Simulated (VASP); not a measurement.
All values below come from PBE GGA, VASP's PBE PAW potentials (set 64) (plane waves; VASP 6.6.1).

A VASP calculation is set up with these files.

POSCAR:
```
Be
1
    1.1247530000    -2.0059650000     0.0000000000
    1.1247530000     2.0059650000     0.0000000000
    0.0000000000     0.0000000000     3.5176900000
Be
2
Direct
  0.3333330000   0.6666670000   0.2500000000
  0.6949610000   0.3616270000   0.7500000000
```

INCAR:
```
ALGO=Normal   # blocked Davidson
ISMEAR=1   # Methfessel-Paxton
SYSTEM=Be
GGA=PE   # PBE
NELM=100
PREC=Accurate
LASPH=.True.
ENCUT=375
LWAVE=.False.
ISIF=2   # forces and stress, cell fixed
SIGMA=0.1   # width (eV)
LREAL=.False.   # projection in real space or not
EDIFF=1E-6   # SCF stop (eV)
LCHARG=.False.
```

File KPOINTS:
```
K-points
0
gamma
 17 17 9
```

POTCAR, in this order: Be (PBE.64 set). Program: vasp_std.

Output of the run:

### OSZICAR
```
       N       E                     dE             d eps       ncg     rms          rms(c)
DAV:   1    -0.415472719266E+01   -0.41547E+01   -0.14835E+03  8982   0.421E+02
DAV:   2    -0.755881099925E+01   -0.34041E+01   -0.32134E+01 13524   0.491E+01
DAV:   3    -0.757616815456E+01   -0.17357E-01   -0.17319E-01 10794   0.338E+00
DAV:   4    -0.757618391482E+01   -0.15760E-04   -0.15758E-04 13170   0.993E-02
DAV:   5    -0.757618392382E+01   -0.90022E-08   -0.90211E-08 10596   0.113E-03    0.123E+00
DAV:   6    -0.752914652117E+01    0.47037E-01   -0.64807E-03  9936   0.113E+00    0.750E-01
DAV:   7    -0.751029414355E+01    0.18852E-01   -0.72696E-03 10188   0.118E+00    0.297E-02
DAV:   8    -0.751027696442E+01    0.17179E-04   -0.14651E-05 12618   0.413E-02    0.957E-03
DAV:   9    -0.751027571758E+01    0.12468E-05   -0.25313E-06 10884   0.191E-02    0.904E-04
DAV:  10    -0.751027576378E+01   -0.46200E-07   -0.33879E-09  6624   0.555E-04
   1 F= -.75102758E+01 E0= -.75102642E+01  d E =-.347385E-04
```

**OUTCAR**
```
------------------------ aborting loop because EDIFF is reached ----------------------------------------
  FORCE on cell =-STRESS in cart. coord.  units (eV):
  Direction    XX          YY          ZZ          XY          YZ          ZX
  --------------------------------------------------------------------------------------
  Total        0.1352913     -0.5669184      0.4749267     -0.1609052      0.0000000      0.0000000
  in kB       13.6556549    -57.2220050     47.9368039    -16.2409897      0.0000000      0.0000000
  external PRESSURE =       1.4568179 kB  Pullay stress =       0.0000000 kB
  volume of cell :       15.87
      direct lattice vectors                 reciprocal lattice vectors
     1.124753000 -2.005965000  0.000000000     0.444542046 -0.249256592  0.000000000
     1.124753000  2.005965000  0.000000000     0.444542046  0.249256592  0.000000000
     0.000000000  0.000000000  3.517690000     0.000000000  0.000000000  0.284277466
 POSITION                                       TOTAL-FORCE (eV/Angst)
 -----------------------------------------------------------------------------------
      1.12475      0.66866      0.87942         0.238583     -0.090459      0.000000
      1.18840     -0.66866      2.63827        -0.238583      0.090459      0.000000
 -----------------------------------------------------------------------------------
    total drift:                               -0.000000     -0.000000     -0.000000
  FREE ENERGIE OF THE ION-ELECTRON SYSTEM (eV)
  ---------------------------------------------------
  free  energy   TOTEN  =        -7.5102757638 eV

  energy  without entropy=       -7.5102410253  energy(sigma->0) =       -7.51026418
```
(Selected blocks of OUTCAR.)

The compound is Be in the hcp structure. The cell was not relaxed at this level, atoms are displaced from their ideal sites. The run is one of a series of settings (ENCUT = 375 against the base run), some of them coarse on purpose.
